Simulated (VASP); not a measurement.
# Pressure, band gap and energy of antiferromagnetic MnS (R-3m) against volume with r2SCAN

Manganese in MnS is Mn²⁺ with five 3d electrons in the high-spin state, surrounded by six sulfide ions. The R-3m cell is the rock-salt structure, slightly squashed along a body diagonal, with antiparallel moments on successive manganese layers. The problem is to find how pressure, band gap and energy respond when this cell is compressed or stretched evenly. The answer gives the stiffness of the crystal and shows how far an error in the lattice constant carries over into the gap, which matters whenever a gap is computed at an approximate volume. Seven volumes are calculated with r2SCAN. Volume changes are measured from the minimum of the fitted energy curve, and energies, per atom, from the lowest calculated row.

## Calculations

A cell from the Materials Project database, relaxed at this level and then scaled evenly, fractional positions kept. VASP 6.6.1, plane waves with PAW, r2SCAN, cutoff 400 eV, k mesh 8×8×8, collinear spin, no spin-orbit coupling, static lattice. A Birch-Murnaghan fit to the energies has its minimum at 17.21 Å³ per atom.

Notes on method and selection:

- The pressure is that of a finite plane-wave basis, so it need not vanish exactly at the minimum of the energy.
- Only series whose fit has its minimum inside the range and an error under 0.5 meV per atom are shown.
- Where rows or columns differ in functional or spin-orbit coupling, non-spherical gradient terms in the PAW spheres (LASPH) may be on in some and off in others.
- Runs that did not converge, have known faults or may not be shown are not listed, and runs on Ansatz's PAW sets soft_1 and soft_2 are kept to separate tables.

Columns:

- volume change (%): volume relative to the fitted equilibrium volume.
- pressure (GPa): pressure from the stress tensor (positive: compressed).
- energy (meV/atom): energy per atom above the lowest point of the series.
- gap (eV): smallest gap on the k mesh.

Input lines of one member:

```
PREC = Accurate
ENCUT = 400
EDIFF = 1E-06
NELM = 100
ISMEAR = 0
SIGMA = 0.05
LREAL = .FALSE.
ALGO = Normal
METAGGA = R2SCAN
LASPH = .TRUE.
NBANDS = 27
ISPIN = 2
LMAXMIX = 4
LORBIT = 11
KPAR = 8
```

Command (options for logging and memory left out): `mpirun -np 8 vasp_std`

## Computed values

| member | volume change (%) | pressure (GPa) | energy (meV/atom) | gap (eV) |
| --- | --- | --- | --- | --- |
| 16.10 Å³ | −6.46 | 6.01 | 21.26 | 1.439 |
| 16.44 Å³ | −4.47 | 3.79 | 9.92 | 1.521 |
| 16.78 Å³ | −2.48 | 1.79 | 2.76 | 1.599 |
| 17.12 Å³ | −0.49 | −0.02 | 0.00 | 1.673 |
| 17.47 Å³ | 1.50 | −1.67 | 0.97 | 1.745 |
| 17.81 Å³ | 3.49 | −3.13 | 5.19 | 1.813 |
| 18.15 Å³ | 5.48 | −4.48 | 12.48 | 1.879 |

Least-squares fits to the whole series, with x = volume change (%); R² and errors in the fitted variable (y, or ln y where the fit is in ln y):

| y | members | fit | R² | rms residual | leave-one-out rms | the same for the mean of the others |
| --- | --- | --- | --- | --- | --- | --- |
| pressure (GPa) | 7 | y = −0.4474 − 0.8536 x + 0.02216 x² | 1.00 | 0.018 | 0.049 | 4.1 |
| energy (meV/atom) | 7 | y = −0.2059 − 0.2106 x + 0.4735 x² | 1.00 | 0.35 | 0.91 | 8.2 |

## Mechanism

Pressure falls at each step of expansion, from 6.01 to −4.48 GPa, but not at a constant rate. Between the two smallest cells it changes by (6.01 − 3.79) / 1.99 = 1.12 GPa per percent of volume, and between the two largest by (4.48 − 3.13) / 1.99 = 0.68 GPa per percent. The compressed crystal is stiffer because the repulsion between neighbouring ion shells rises steeply as the Mn–S bonds shorten. At the fitted minimum the slope is −0.8536 GPa per percent, so the bulk modulus B = −V dP/dV is about 85 GPa.

The energy shows the same asymmetry. A purely harmonic crystal would follow E = ½BV₀(ΔV/V₀)², equally steep on both sides. The calculated energy is already 9.92 meV/atom at −4.47 %, while at the larger distance of +5.48 % it is only 12.48 meV/atom. A harmonic curve through the first of these values would give 9.92 × (5.48 / 4.47)² = 14.9 meV/atom there.

At the volume where the fitted energy is lowest, the pressure fit gives −0.45 GPa instead of zero. The stress is evaluated with a fixed set of plane waves, whereas the energies at a fixed cutoff use a set that changes with the volume. An incomplete basis then makes the stress-tensor pressure too low, which is the sign found here.

The gap widens with volume, from 1.439 to 1.879 eV, or 0.440 / 11.94 = 0.037 eV per percent on average. A straight line through the two end rows misses the seven gaps by typically 0.01 eV, against a scatter of 0.15 eV about their mean. Many common semiconductors behave the other way and lose gap on expansion.

The d⁵ configuration offers a likely reason. If the gap runs from states with filled majority-spin d character to empty minority-spin d states, it is the exchange splitting reduced by the crystal-field splitting and the band widths. Longer bonds weaken both reductions, and the moments, which grow steadily with volume, point to a slightly larger exchange splitting. Take a crystal field of roughly 1 eV that varies as d⁻⁵, with d the bond length. Since d grows as the cube root of the volume, the field falls by 5/3 percent per percent of volume. The weaker crystal field alone would then widen the gap by about 0.02 eV per percent, roughly half the calculated slope.

## Exceptions

Largest departures from the fit to the whole series:

| member | pressure (GPa) | fit | computed − fit | in rms residuals |
| --- | --- | --- | --- | --- |
| 17.81 Å³ | −3.13 | −3.16 | +0.03 | 1.5 |
| 16.44 Å³ | 3.79 | 3.81 | −0.02 | 1.2 |
| 18.15 Å³ | −4.48 | −4.46 | −0.02 | 1.1 |
| 16.10 Å³ | 6.01 | 5.99 | +0.02 | 1.0 |

The departures from the quadratic pressure fit are tiny. The largest is +0.03 GPa at 17.81 Å³, on a curve that spans more than 10 GPa. Their signs nevertheless follow a pattern: in order of volume, the four listed rows lie above, below, above and below the fit. A missing cubic term leaves this sequence, and for an ordinary equation of state with this bulk modulus it should amount to roughly 0.02 GPa, as observed.

The quadratic energy fit suffers more visibly from the same omission. Its largest miss is at 16.78 Å³, where it gives −0.2059 + 0.2106 × 2.48 + 0.4735 × 2.48² = 3.23 meV/atom against the calculated 2.76. At 17.47 Å³ it errs in the other direction, with 0.54 against 0.97 meV/atom. Close to the minimum such misses are a large part of the energy itself, so the Birch-Murnaghan curve, which contains the asymmetry, is the better description there.

## Worked examples

**Do the energies confirm that the stress-tensor pressure is too low?**
The mean pressure between the end volumes follows from the energy difference: (21.26 − 12.48) / (18.15 − 16.10) = 4.28 meV/Å³. With 1 meV/Å³ = 0.1602 GPa this is 0.69 GPa. The trapezoidal mean of the tabulated pressures is (6.01/2 + 3.79 + 1.79 − 0.02 − 1.67 − 3.13 − 4.48/2) / 6 = 0.25 GPa. The difference, 0.69 − 0.25 = 0.44 GPa, agrees with the 0.45 GPa read from the fit at the energy minimum. Adding 0.45 GPa to each tabulated pressure is therefore a reasonable correction on average over this range.

**How much does the gap change under a real pressure of 5 GPa?**
The corresponding tabulated pressure is 5 − 0.45 = 4.55 GPa. It is reached at −4.47 − (4.55 − 3.79) / 1.116 = −5.15 %. Between the two smallest cells the gap changes by (1.521 − 1.439) / 1.99 = 0.0412 eV per percent, so the gap there is 1.521 − 0.68 × 0.0412 = 1.493 eV. Around the energy minimum the slope is (1.745 − 1.673) / 1.99 = 0.0362 eV per percent, and the gap at the minimum is 1.673 + 0.49 × 0.0362 = 1.691 eV. The change is −0.20 eV, or −0.04 eV per GPa. Leaving out the correction moves both volumes by similar amounts and hardly alters this difference.

**What does a volume error of 2 % do to the gap?**
Around the minimum the slope is (1.745 − 1.599) / 3.98 = 0.037 eV per percent. The gap shifts by 2 × 0.037 = 0.07 eV, upward if the volume is too large. Because the volume goes as the cube of the lattice constant, an error of only 2 / 3 = 0.7 % in the lattice constant is enough to cause this.

## Conclusions and limits

Between −6.46 and +5.48 % in volume, expansion lowers the pressure and widens the gap of this antiferromagnetic state, and compression costs more energy than equal expansion.

The gap itself should be read as too small, since semilocal functionals, r2SCAN included, generally underestimate gaps in such compounds. Its change with volume is likely to be more dependable than its absolute size. Zero-point motion and heating, absent from a static lattice, would enlarge the cell and through the volume alone raise the gap; the direct coupling of electrons to vibrations usually lowers it.

Magnetic order matters more than any volume change considered here: near equilibrium the ferromagnetic state has no gap at this level. The slopes therefore belong to the antiferromagnetic order and should not be carried over to the paramagnetic crystal at room temperature without a separate treatment of spin disorder.

[Logs are printed without paths, hosts, clocks, repeated set-up lines and the standing remarks that a program may print on its own settings, such as how far it seeks lower states.]
